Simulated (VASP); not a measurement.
VASP ran on this input.

**KPOINTS**
```
Automatic mesh
0
Gamma
14 14 14
0 0 0
```

**POSCAR**
```
In
1
   -1.6421511044     1.6421511044     2.5434111072
    1.6421511044    -1.6421511044     2.5434111072
    1.6421511044     1.6421511044    -2.5434111072
In
1
Direct
  0.0000000000   0.0000000000   0.0000000000
```

### INCAR
```
SYSTEM = In
PREC = Accurate; ENCUT = 520; LREAL = .FALSE.
LASPH = .TRUE.
EDIFF = 1E-6; NELM = 100; ALGO = Normal
LMAXMIX = 4
ISMEAR = 1; SIGMA = 0.1
GGA = 91
IBRION = 2; NSW = 60; ISIF = 3
EDIFFG = -0.01
LWAVE = .FALSE.; LCHARG = .FALSE.
```

POTCAR, in this order: In_d (PBE.64 set). Program: vasp_std.

Question: Translate this PW91 calculation to Quantum ESPRESSO's pw.x.

Answer: One equivalent input (not run):
```
&CONTROL
  calculation = 'vc-relax'
  pseudo_dir = './pseudo'
  outdir = './out'
  tprnfor = .true.
  tstress = .true.
  nstep = 60
  forc_conv_thr = 0.00039
/
&SYSTEM
  ibrav = 0
  nat = 1
  ntyp = 1
  ecutwfc = 70
  occupations = 'smearing'
  smearing = 'methfessel-paxton'
  degauss = 0.00735
  input_dft = 'pw91'
/
&ELECTRONS
  conv_thr = 7.3e-08
  electron_maxstep = 100
/
&IONS
/
&CELL
/
ATOMIC_SPECIES
  In 114.818 In.upf
CELL_PARAMETERS angstrom
    -1.6421511    1.6421511    2.5434111
     1.6421511   -1.6421511    2.5434111
     1.6421511    1.6421511   -2.5434111
ATOMIC_POSITIONS crystal
  In   0.0000000  0.0000000  0.0000000
K_POINTS automatic
  14 14 14 0 0 0
```
The two are equivalent in intent, not identical: the potentials are each code's own (VASP's PAW set, PseudoDojo norm-conserving files in pw.x), so ENCUT and ecutwfc are chosen apart and not converted; conv_thr bounds pw.x's estimated SCF error, while EDIFF bounds the energy change between steps; forc_conv_thr acts on force components and is met together with etot_conv_thr.

The compound is In in the bct structure. It was relaxed first. The start is the result of an earlier pass.
